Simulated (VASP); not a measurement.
Consider the following.

```
KTaO3
1.0
    3.99000     0.00000     0.00000
    0.00000     3.99000     0.00000
    0.00000     0.00000     3.99000
K Ta O
1 1 3
Direct
  0.00000   0.00000   0.00000
  0.50000   0.50000   0.50000
  0.50000   0.00000   0.50000
  0.00000   0.50000   0.50000
  0.50000   0.50000   0.00000
```

Level of theory: TPSS meta-GGA, VASP's PBE PAW potentials (set 64) (plane waves; VASP 6.6.1). Run with 520 eV cut-off, 5×5×5 Γ-centred mesh, Gaussian smearing of 0.050 eV, potentials K_sv Ta_pv O.

Energy and stress use the plane-wave basis of the starting cell.

Task: The ions, cell shape and volume are relaxed. Which structure does the run end with?

Result: 
```
KTaO3
1.0
    4.01917     0.00000     0.00000
    0.00000     4.01917     0.00000
    0.00000     0.00000     4.01917
K Ta O
1 1 3
Direct
  0.00000   0.00000   0.00000
  0.50000   0.50000   0.50000
  0.50000   0.00000   0.50000
  0.00000   0.50000   0.50000
  0.50000   0.50000   0.00000
```
Space group Pm-3m (221), at a tolerance of 0.03 Å.

Task: How do energy and volume change from the first to the last step?

Result: The energy (σ→0) changes by -3.8 meV/atom and the volume by +2.2 %, in 3 ionic steps.

The compound is KTaO3 in the cubic perovskite structure. This run relaxes it. Symmetry was kept, so distortions that lower it aren't found.
